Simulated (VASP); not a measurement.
Calculation: PBE GGA, VASP's PBE PAW potentials (set 64) (plane waves; VASP 6.6.1).

The input files of a VASP run:

### KPOINTS
```
Automatic mesh
0
Gamma
12 12 12
0 0 0
```

### INCAR
```
SYSTEM = TiB
PREC = Accurate
ENCUT = 520
EDIFF = 1E-6
NELM = 100
ALGO = Normal
LREAL = .FALSE.
LASPH = .TRUE.
ISMEAR = 1
SIGMA = 0.1
GGA = PE
LMAXMIX = 4
LWAVE = .FALSE.
LCHARG = .FALSE.
IBRION = 2
ISIF = 3
NSW = 60
EDIFFG = -0.01
```

**POSCAR**
```
TiB
1.0
  2.7885307515   0.0000000000   0.0000000000
  0.0000000000   2.7885307515   0.0000000000
  0.0000000000   0.0000000000   2.7885307515
Ti B
1 1
Cart
  0.0000000000   0.0000000000   0.0000000000
  1.3942653758   1.3942653758   1.3942653758
```

POTCAR, in this order: Ti_sv B (PBE.64 set). Program: vasp_std.

Q: What will the output report for the number of irreducible k-points (NKPTS), number of bands (NBANDS), largest plane-wave count, number of space-group operations, FFT grid (NGX, NGY, NGZ)?

A: 
```
Property                                       Value
--------------------------------------  ------------
number of irreducible k-points (NKPTS)            84
number of bands (NBANDS)                          11
largest plane-wave count                         624
number of space-group operations                  48
FFT grid (NGX, NGY, NGZ)                24 × 24 × 24
```

The structure was generated: TiB was put into the CsCl type type (Pm-3m), which need not be its known phase. It was relaxed first, which changed the volume by -32 %. The start is the result of an earlier pass. The electron count is odd and the run is not spin-polarised, which forces a metal.
